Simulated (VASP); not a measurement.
Here is the system:

```
BaTe
1.0
    0.00000     3.64980     3.64980
    3.64980     0.00000     3.64980
    3.64980     3.64980     0.00000
Ba Te
1 1
Direct
  0.00000   0.00000   0.00000
  0.50000   0.50000   0.50000
```

These are vdW-DF2, VASP's PBE PAW potentials (set 64) (plane waves; VASP 6.6.1) values and carry that method's errors. Numerical set-up: 520 eV cut-off, 6×6×6 Γ-centred mesh, Gaussian smearing of 0.050 eV, potentials Ba_sv Te.

Unless said otherwise, spin-orbit coupling is left out, though it shifts the bands of the heavy elements here.

**Question.** What does the run give for the energy per atom (σ→0), band gap (on the k-mesh) with the smallest direct gap where there is one?

**Answer.** 
| Quantity | Value |
|---|---|
| band gap (on the k-mesh) | 1.72 eV |
| smallest direct gap (on the k-mesh) | 2.08 eV |
| energy per atom (σ→0) | -2.217 eV/atom |

The absolute energy has meaning only against runs of the same code, potentials and settings.

The compound is BaTe in the rock salt structure. This cell is one point of a volume scan, at 1.03 of the reference volume.
